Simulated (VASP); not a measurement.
Write the native input for VASP 6.6.1 that does the following.

```
Task                    : density of states
Functional              : PBE
Potentials or basis     : VASP PAW PBE potentials, release 64 (Sn_d, Ge_d)
Cutoff                  : 520 eV
k mesh                  : 8 × 8 × 4
Occupations             : gaussian, width 0.1 eV
Spin                    : no spin polarisation
k mesh for the DOS      : 12 × 12 × 6
Occupations for the DOS : tetrahedron
Further INCAR settings  : ALGO = Fast; EDIFF = 1e-06
```

The system is Sn2Ge.

```
Sn Ge
1.0
     4.50266    0.00000    0.00000
    -2.25133    3.89942    0.00000
     0.00000    0.00000   11.11614
Sn Ge
4 2
Cartesian
  0.0000 0.0000 9.6873
  0.0000 2.5996 8.5922
  0.0000 0.0000 1.4288
  2.2513 1.2998 2.5239
  0.0000 2.5996 5.8966
  2.2513 1.2998 5.2195
```

The cell was built by a generator and needn't be a form met in nature.

One way to write it, as run:

POSCAR

```
Sn2Ge
1.0
    4.5026610000      0.0000000000      0.0000000000
   -2.2513300000      3.8994190000      0.0000000000
    0.0000000000      0.0000000000     11.1161400000
Sn Ge
4 2
Direct
    0.0000000000      0.0000000000      0.8714640000
    0.3333330000      0.6666670000      0.7729500000
    0.0000000000      0.0000000000      0.1285360000
    0.6666670000      0.3333330000      0.2270500000
    0.3333330000      0.6666670000      0.5304550000
    0.6666670000      0.3333330000      0.4695450000
```

INCAR.step1

```
SYSTEM = Sn2Ge
ALGO = Fast
EDIFF = 1E-6
ENCUT = 520
GGA = PE
ISIF = 2
ISMEAR = 0
KPAR = 4
LASPH = .True.
LCHARG = .True.
LREAL = .False.
LWAVE = .False.
NELM = 100
PREC = Accurate
SIGMA = 0.1
```

KPOINTS.step1

```
k-points
0
Gamma
  8 8 4
  0 0 0
```

INCAR.step2

```
SYSTEM = Sn2Ge
ALGO = Fast
EDIFF = 1E-6
ENCUT = 520
GGA = PE
ICHARG = 11
ISIF = 2
ISMEAR = -5
KPAR = 4
LASPH = .True.
LCHARG = .False.
LORBIT = 11
LREAL = .False.
LWAVE = .False.
NEDOS = 2001
NELM = 100
PREC = Accurate
SIGMA = 0.1
```

KPOINTS.step2

```
k-points
0
Gamma
  12 12 6
  0 0 0
```

Potentials or basis: VASP PAW PBE potentials, release 64 (Sn_d, Ge_d).

Command:

```console
$ cat potpaw_PBE.64/Sn_d/POTCAR potpaw_PBE.64/Ge_d/POTCAR > POTCAR
$ cp INCAR.step1 INCAR
$ cp KPOINTS.step1 KPOINTS
$ mpirun -np 4 vasp_std > vasp.out
$ cp INCAR.step2 INCAR
$ cp KPOINTS.step2 KPOINTS
$ mpirun -np 4 vasp_std > vasp.out
```

Results of the run:

```json
{
 "Valence electrons inside the program's atomic spheres": "Sn 12.33, 12.34; Ge 12.21"
}
```

Wall time 5.1 min on 4 MPI ranks on Intel(R) Xeon(R) Platinum 8488C (Sapphire Rapids), on a shared host, peak memory 0.83 GiB a rank.
